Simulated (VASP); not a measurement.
Given:

```xyz
2
Lattice="0.0000 2.9746 2.9746 2.9746 0.0000 2.9746 2.9746 2.9746 0.0000" Properties=species:S:1:pos:R:3 pbc="T T T"
Ag     0.0000     0.0000     0.0000
Br     2.9746     2.9746     2.9746
```

Method: revPBE GGA, VASP's PBE PAW potentials (set 64) (plane waves; VASP 6.6.1). Numerical set-up: 520 eV cut-off, 9×9×9 Γ-centred mesh, tetrahedra with Blöchl corrections, potentials Ag Br.

**Question.** Estimate the energy per atom (σ→0).

**Answer.** 
The energy per atom (σ→0) is -2191 meV/atom.

The compound is AgBr in the rock salt structure. It was relaxed first, which changed the volume by +10 %.
